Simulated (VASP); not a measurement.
HfC:

```
Hf C
1.0
     0.00000    2.31714    2.31714
     2.31714    0.00000    2.31714
     2.31714    2.31714    0.00000
Hf C
1 1
Direct
  0.00000 0.00000 0.00000
  0.50000 0.50000 0.50000
```

The cell is a database's computed one.

```yaml
Program: VASP 6.6.1
Task: relaxation of cell and atoms
Functional: PBEsol
Potentials_or_basis: VASP PAW PBE potentials, release 64 (Hf_pv, C_s)
Cutoff: 480 eV
k_mesh: 16 × 16 × 16
Occupations: gaussian, width 0.1 eV
Spin: no spin polarisation
```

At the start: pressure -4.7 GPa; volume 12.44 Å³/atom.

Question: How do energy, volume and symmetry change on relaxing?

Answer: Over 3 steps the energy falls by 3.6 meV/atom and the volume is 12.21 Å³/atom (-1.9 %); space group Fm-3m (No. 225, to 0.05 Å).

The path:
```tsv
step	energy change (eV)	largest force (eV/Å)	pressure (GPa)	volume (Å³)
1	0.0000	0.0000	-4.73	24.88
2	0.0163	0.0000	9.40	23.58
3	-0.0072	0.0000	-0.05	24.41
```

Final structure:
```xyz
2
Lattice="0.0000 2.3024 2.3024 2.3024 0.0000 2.3024 2.3024 2.3024 0.0000" Properties=species:S:1:pos:R:3 pbc="T T T"
Hf    0.0000    0.0000    0.0000
C     2.3024    2.3024    2.3024
```

Caveat: the PAW data sets were made with another functional, which shifts forces and pressure a little.
